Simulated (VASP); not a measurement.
All values below come from revPBE GGA, VASP's PBE PAW potentials (set 64) (plane waves; VASP 6.6.1).

VASP input:

**POSCAR**
```
Al3Sc
8.251570
  0.4999999759   0.0000000000   0.0000000000
  0.0000000000   0.4999999759   0.0000000000
  0.0000000000   0.0000000000   0.4999999759
Sc Al
1 3
Cartesian
  0.0000000000   0.0000000000   0.0000000000
  0.0000000000   0.2499999879   0.2499999879
  0.2499999879   0.0000000000   0.2499999879
  0.2499999879   0.2499999879   0.0000000000
```

KPOINTS:
```
Automatic mesh
0
Gamma
8 8 8
0 0 0
```

INCAR:
```
# general
SYSTEM =Al3Sc
PREC   =Accurate
ENCUT  =520
LREAL  =.FALSE.
LASPH  =.TRUE.

# electronic loop
EDIFF  =1E-7
NELM   =100
ALGO   =Normal
LMAXMIX=4

# smearing
ISMEAR =1
SIGMA  =0.1

# functional
GGA    =RE

# ions
ISIF   =2

# output
LWAVE  =.FALSE.
LCHARG =.FALSE.
```

POTCAR, in this order: Sc_sv Al (PBE.64 set). Program: vasp_std.

The resulting files:

### OSZICAR
```
       N       E                     dE             d eps       ncg     rms          rms(c)
DAV:   1     0.116544838378E+03    0.11654E+03   -0.82613E+03   980   0.128E+03
DAV:   2    -0.108775131613E+02   -0.12742E+03   -0.12554E+03   986   0.364E+02
DAV:   3    -0.192758223969E+02   -0.83983E+01   -0.81683E+01  1526   0.759E+01
DAV:   4    -0.194169661278E+02   -0.14114E+00   -0.14028E+00  1374   0.106E+01
DAV:   5    -0.194209661864E+02   -0.40001E-02   -0.39983E-02  1392   0.182E+00    0.868E+00
DAV:   6    -0.184833997773E+02    0.93757E+00   -0.49024E+00  1618   0.255E+01    0.323E+00
DAV:   7    -0.184382833240E+02    0.45116E-01   -0.95293E-02  1244   0.277E+00    0.183E+00
DAV:   8    -0.184158201986E+02    0.22463E-01   -0.39388E-02  1500   0.188E+00    0.248E-01
DAV:   9    -0.184155644668E+02    0.25573E-03   -0.26013E-03  1262   0.488E-01    0.873E-02
DAV:  10    -0.184155397751E+02    0.24692E-04   -0.14969E-04  1596   0.127E-01    0.724E-02
DAV:  11    -0.184155340585E+02    0.57166E-05   -0.27354E-05  1418   0.361E-02    0.416E-02
DAV:  12    -0.184155282539E+02    0.58046E-05   -0.27936E-05  1578   0.633E-02    0.365E-03
DAV:  13    -0.184155282637E+02   -0.97796E-08   -0.11942E-06  1430   0.123E-02    0.206E-03
DAV:  14    -0.184155283797E+02   -0.11594E-06   -0.26760E-07  1000   0.561E-03    0.750E-04
DAV:  15    -0.184155283731E+02    0.65245E-08   -0.28153E-08   766   0.280E-03
   1 F= -.18415528E+02 E0= -.18414803E+02  d E =-.217675E-02
```

File OUTCAR:
```
------------------------ aborting loop because EDIFF is reached ----------------------------------------
  FORCE on cell =-STRESS in cart. coord.  units (eV):
  Direction    XX          YY          ZZ          XY          YZ          ZX
  --------------------------------------------------------------------------------------
  Total        0.1029062      0.1029062      0.1029062      0.0000000     -0.0000000      0.0000000
  in kB        2.3476451      2.3476451      2.3476451      0.0000000     -0.0000000      0.0000000
  external PRESSURE =       2.3476451 kB  Pullay stress =       0.0000000 kB
  volume of cell :       70.23
      direct lattice vectors                 reciprocal lattice vectors
     4.125784801  0.000000000  0.000000000     0.242378129  0.000000000  0.000000000
     0.000000000  4.125784801  0.000000000     0.000000000  0.242378129  0.000000000
     0.000000000  0.000000000  4.125784801     0.000000000  0.000000000  0.242378129
 POSITION                                       TOTAL-FORCE (eV/Angst)
 -----------------------------------------------------------------------------------
      0.00000      0.00000      0.00000         0.000000      0.000000      0.000000
      0.00000      2.06289      2.06289         0.000000      0.000000      0.000000
      2.06289      0.00000      2.06289         0.000000      0.000000      0.000000
      2.06289      2.06289      0.00000         0.000000      0.000000      0.000000
 -----------------------------------------------------------------------------------
    total drift:                                0.000000      0.000000      0.000000
  FREE ENERGIE OF THE ION-ELECTRON SYSTEM (eV)
  ---------------------------------------------------
  free  energy   TOTEN  =       -18.4155283731 eV

  energy  without entropy=      -18.4133516207  energy(sigma->0) =      -18.41480279
```
(Selected blocks of OUTCAR.)

The compound is Al3Sc in the L1_2 structure. It was relaxed first.
